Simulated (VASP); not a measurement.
NbSi2B6:

```
Nb Si B
1.0
     0.00000    3.52063    3.52063
     3.52063    0.00000    3.52063
     3.52063    3.52063    0.00000
Nb Si B
1 2 6
Direct
  0.00000 0.00000 0.00000
  0.25000 0.25000 0.25000
  0.75000 0.75000 0.75000
  0.80000 0.20000 0.20000
  0.20000 0.80000 0.20000
  0.20000 0.80000 0.80000
  0.80000 0.20000 0.80000
  0.20000 0.20000 0.80000
  0.80000 0.80000 0.20000
```

The cell was built by a generator and needn't be a form met in nature.

The cell isn't the ideal one: species swapped into the Cs2GeF6 type (Fm-3m, No. 225).

* Program: VASP 6.6.1
* Task: relaxation of cell and atoms
* Functional: PBE
* Potentials or basis: VASP PAW PBE potentials, release 64 (Nb_sv, Si, B)
* Cutoff: 600 eV
* k mesh: 4 × 4 × 4
* Occupations: gaussian, width 0.1 eV
* Spin: no spin polarisation

At the start: pressure 163.8 GPa; volume 9.70 Å³/atom.

Q: How do energy, volume and symmetry change on relaxing?

A: Over 13 steps the energy falls by 6673.5 meV/atom and the volume is 9.89 Å³/atom (+2.0 %); space group Fm-3m (No. 225, to 0.05 Å).

Step by step:
| step | energy change (eV) | largest force (eV/Å) | pressure (GPa) | volume (Å³) |
| --- | --- | --- | --- | --- |
| 1 | 0.0000 | 33.4867 | 163.77 | 87.28 |
| 2 | 52.2371 | 114.9946 | 88.50 | 281.89 |
| 3 | -49.9013 | 0.3840 | -20.40 | 170.48 |
| 4 | -50.9084 | 0.2681 | -23.63 | 163.27 |
| 5 | -54.9025 | 2.5388 | -25.56 | 121.33 |
| 6 | -54.8352 | 2.8918 | -22.91 | 117.48 |
| 7 | -54.8955 | 2.6799 | -24.45 | 119.61 |
| 8 | -59.7614 | 1.2567 | -9.91 | 94.37 |
| 9 | -60.0468 | 0.3165 | 2.63 | 87.94 |
| 10 | -60.0611 | 0.0621 | -0.35 | 89.20 |
| 11 | -60.0599 | 0.0978 | 0.91 | 88.65 |
| 12 | -60.0604 | 0.1029 | -0.59 | 89.29 |
| 13 | -60.0615 | 0.0129 | 0.09 | 89.00 |

Final structure:
```yaml
crystal:
  lattice:
    - [0.00000, 3.54364, 3.54364]
    - [3.54364, 0.00000, 3.54364]
    - [3.54364, 3.54364, 0.00000]
  atoms:
    - { symbol: Nb, position: [0.00000, 0.00000, 0.00000] }
    - { symbol: Si, position: [0.25000, 0.25000, 0.25000] }
    - { symbol: Si, position: [0.75000, 0.75000, 0.75000] }
    - { symbol: B, position: [0.67774, 0.32226, 0.32226] }
    - { symbol: B, position: [0.32226, 0.67774, 0.32226] }
    - { symbol: B, position: [0.32226, 0.67774, 0.67774] }
    - { symbol: B, position: [0.67774, 0.32226, 0.67774] }
    - { symbol: B, position: [0.32226, 0.32226, 0.67774] }
    - { symbol: B, position: [0.67774, 0.67774, 0.32226] }
```

Caveat: the k mesh is coarse (spacing up to 0.39 Å⁻¹), so the values aren't converged.
